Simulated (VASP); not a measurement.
An input for Ansatz (written as the equivalent of a VASP run, and not itself run):

Ansatz 0.2 input:
```yaml
crystal:
  lattice:
    - [1.5339528, -2.6568839, 0.0000000]
    - [1.5339528, 2.6568839, 0.0000000]
    - [0.0000000, 0.0000000, 5.0349522]
  atoms:
    - { symbol: Si, position: [0.6666670, 0.3333330, 0.4995850] }
    - { symbol: Si, position: [0.3333330, 0.6666670, 0.9995850] }
    - { symbol: C, position: [0.6666670, 0.3333330, 0.8754150] }
    - { symbol: C, position: [0.3333330, 0.6666670, 0.3754150] }
kpoints:
  mp_grid: { grid: [8, 8, 5] }
hamiltonian:
  xc: pbe
  pseudopotentials: { kind: paw }
scf:
  occupations: { method: gaussian, width: 0.05 }
  max_iter: 100
relax:
  max_steps: 40
  f_tol: 0.02
  cell: { p_target: 10 }
output: { forces: true, stress: true, eigenvalues: true }
```

Q: Translate this input to VASP (INCAR, KPOINTS, POSCAR, choice of POTCAR).

A: This is not unique; one that fits is 
### POSCAR
```
SiC
1
    1.5339527978    -2.6568839377     0.0000000000
    1.5339527978     2.6568839377     0.0000000000
    0.0000000000     0.0000000000     5.0349522479
Si C
2 2
Direct
  0.6666670000   0.3333330000   0.4995850244
  0.3333330000   0.6666670000   0.9995850244
  0.6666670000   0.3333330000   0.8754149756
  0.3333330000   0.6666670000   0.3754149756
```

INCAR:
```
ALGO  =  Normal
EDIFF  =  1E-6
EDIFFG  =  -0.02
ENCUT  =  620
GGA  =  PE
IBRION  =  2
ISIF  =  3
ISMEAR  =  0
LASPH  =  T
LCHARG  =  F
LREAL  =  F
LWAVE  =  F
NELM  =  100
NSW  =  40
PREC  =  Accurate
PSTRESS  =  100
SIGMA  =  0.05
SYSTEM  =  SiC
```

File KPOINTS:
```
Automatic
0
Gamma
  8 8 5
0 0 0
```

POTCAR, in this order: Si C (PBE.64 set). Program: vasp_std.

Limits of the translation: each code has its own PAW files, so the cut-off isn't converted (ENCUT is set for VASP's; basis.ecutwfc is left out, and Ansatz then takes the one that its files recommend); Ansatz stops its SCF on the density residual and VASP on the energy change (EDIFF).

The compound is SiC in the wurtzite structure, the rare 2H polytype. This run relaxes it under an external pressure of 10 GPa. Symmetry was kept, so distortions that lower it aren't found.
